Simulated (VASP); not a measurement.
Consider the following.

```
Ag2S
1.0
    4.10805    -0.01091    -0.00472
    1.51153     3.82172    -0.02334
    0.04401     0.05589     6.97553
Ag S
4 2
Cartesian
  4.24669   2.78185   5.13702
  2.12037   1.34590   6.87494
  0.74504   0.40266   3.42663
  4.21748   2.75088   1.65062
  2.89464   1.86054   3.40997
  5.59089   3.69875   6.87284
```

Level of theory: LDA (Ceperley-Alder, Perdew-Zunger), VASP's LDA PAW potentials (set 64) (plane waves; VASP). Run with 400 eV cut-off, 7×7×4 Γ-centred mesh, tetrahedra with Blöchl corrections, potentials Ag S.

The cores are frozen, which limits the accuracy of field gradients.

Problem. Give the principal components of the electric field gradient (V/Å²) and the asymmetry η at each nucleus.

Solution. 
```csv
atom,Vxx,Vyy,Vzz,η
Ag1,102.7,95.3,-198.1,0.04
Ag2,-129.8,-3.4,133.2,0.95
Ag3,-129.8,-3.4,133.1,0.95
Ag4,104.8,96.6,-201.4,0.04
S5,17.0,7.1,-24.1,0.41
S6,16.8,7.0,-23.8,0.41
```

The structure comes from a computed database's Ag2S entry; how it stands against other phases isn't given here. It was relaxed first, which changed the volume by -15 %.
